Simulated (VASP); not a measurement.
Level of theory: vdW-DF-cx, VASP's PBE PAW potentials (set 64) (plane waves; VASP).

A VASP calculation is set up with these files.

**POSCAR**
```
Nb
1.6212350
 -1.0000000670   1.0000000670   1.0000000670
  1.0000000670  -1.0000000670   1.0000000670
  1.0000000670   1.0000000670  -1.0000000670
Nb
1
direct
  0.0000000000   0.0000000000   0.0000000000
```

**INCAR**
```
! general
SYSTEM    =  Nb
PREC      =  Accurate
ENCUT     =  520
LREAL     =  .False.
LASPH     =  .True.

! electronic loop
EDIFF     =  1E-7
NELM      =  100
ALGO      =  Normal
LMAXMIX   =  4

! smearing
ISMEAR    =  1
SIGMA     =  0.1

! functional
GGA       =  CX
LUSE_VDW  =  .True.
AGGAC     =  0.0

! ions
ISIF      =  2

! output
LWAVE     =  .False.
LCHARG    =  .False.
```

**KPOINTS**
```
Automatic mesh
0
Gamma
16 16 16
0 0 0
```

POTCAR, in this order: Nb_sv (PBE.64 set). Program: vasp_std.

The resulting files:

### OSZICAR
```
       N       E                     dE             d eps       ncg     rms          rms(c)
DAV:   1     0.118408000929E+03    0.11841E+03   -0.75199E+03  2916   0.130E+03
DAV:   2    -0.271571621895E+01   -0.12112E+03   -0.11831E+03  3136   0.450E+02
DAV:   3    -0.790583280368E+01   -0.51901E+01   -0.49336E+01  4314   0.776E+01
DAV:   4    -0.817867496917E+01   -0.27284E+00   -0.27062E+00  4094   0.165E+01
DAV:   5    -0.819201457421E+01   -0.13340E-01   -0.13328E-01  4406   0.272E+00    0.787E+00
DAV:   6    -0.783626146540E+01    0.35575E+00   -0.70143E-01  4484   0.113E+01    0.285E+00
DAV:   7    -0.779544133218E+01    0.40820E-01   -0.21947E-01  4542   0.623E+00    0.940E-01
DAV:   8    -0.780059396248E+01   -0.51526E-02   -0.12991E-02  3400   0.177E+00    0.394E-02
DAV:   9    -0.780065299353E+01   -0.59031E-04   -0.91330E-04  4824   0.286E-01    0.464E-02
DAV:  10    -0.780067062683E+01   -0.17633E-04   -0.29561E-05  3708   0.782E-02    0.187E-02
DAV:  11    -0.780066462369E+01    0.60031E-05   -0.76288E-06  3352   0.544E-02    0.337E-03
DAV:  12    -0.780066457061E+01    0.53077E-07   -0.30902E-07  3674   0.657E-03
   1 F= -.78006646E+01 E0= -.78007457E+01  d E =0.243483E-03
```

OUTCAR:
```
------------------------ aborting loop because EDIFF is reached ----------------------------------------
  FORCE on cell =-STRESS in cart. coord.  units (eV):
  Direction    XX          YY          ZZ          XY          YZ          ZX
  --------------------------------------------------------------------------------------
  Total        0.5938763      0.5938763      0.5938763      0.0000000     -0.0000000      0.0000000
  in kB       55.8224144     55.8224144     55.8224144      0.0000000     -0.0000000      0.0000000
  external PRESSURE =      55.8224144 kB  Pullay stress =       0.0000000 kB
  volume of cell :       17.05
      direct lattice vectors                 reciprocal lattice vectors
    -1.621235109  1.621235109  1.621235109     0.000000000  0.308406842  0.308406842
     1.621235109 -1.621235109  1.621235109     0.308406842  0.000000000  0.308406842
     1.621235109  1.621235109 -1.621235109     0.308406842  0.308406842  0.000000000
 POSITION                                       TOTAL-FORCE (eV/Angst)
 -----------------------------------------------------------------------------------
      0.00000      0.00000      0.00000         0.000000     -0.000000      0.000000
 -----------------------------------------------------------------------------------
    total drift:                               -0.000000      0.000000      0.000000
  FREE ENERGIE OF THE ION-ELECTRON SYSTEM (eV)
  ---------------------------------------------------
  free  energy   TOTEN  =        -7.8006645706 eV

  energy  without entropy=       -7.8009080535  energy(sigma->0) =       -7.80074573
```
(Selected blocks of OUTCAR.)

**OUTCAR**
```
 val. band max:       11.8413425035   @ k =   0.1875   0.0000   0.0000

 cond. band min:      11.8707613886   @ k =  -0.1875   0.1875   0.0625


 Fermi energy:        11.8485094709

 k-point     1 :       0.0000    0.0000    0.0000
  band No.  band energies     occupation
      1     -42.3651      2.00000
      2     -17.5607      2.00000
      3     -17.5607      2.00000
      4     -17.5607      2.00000
      5       5.8349      2.00000
      6      12.1955     -0.00001
      7      12.1955     -0.00001
      8      12.1955     -0.00001
      9      15.2949      0.00000
     10      15.2949      0.00000

 k-point     2 :       0.0625    0.0000    0.0000
  band No.  band energies     occupation
      1     -42.3537      2.00000
      2     -17.6278      2.00000
      3     -17.5808      2.00000
      4     -17.5613      2.00000
      5       6.0078      2.00000
      6      12.0869     -0.00382
      7      12.1700     -0.00005
      8      12.3618     -0.00000
      9      15.1236      0.00000
     10      15.2941      0.00000

 k-point     3 :       0.1250    0.0000    0.0000
  band No.  band energies     occupation
      1     -42.3211      2.00000
      2     -17.8160      2.00000
      3     -17.6375      2.00000
      4     -17.5632      2.00000
      5       6.4933      2.00000
      6      11.7941      1.78711
      7      12.0572     -0.01194
      8      12.8527     -0.00000
      9      14.7962      0.00000
     10      15.3031      0.00000

 k-point     4 :       0.1875    0.0000    0.0000
  band No.  band energies     occupation
      1     -42.2718      2.00000
      2     -18.0902      2.00000
      3     -17.7214      2.00000
      4     -17.5661      2.00000
      5       7.1791      2.00000
      6      11.3935      2.00000
      7      11.8413      1.12096
      8      13.6437     -0.00000
      9      14.6369      0.00000
     10      15.3489      0.00000

 k-point     5 :       0.2500    0.0000    0.0000
...
```

The compound is Nb in the bcc structure. This cell is one point of a volume scan, at 0.97 of the reference volume.
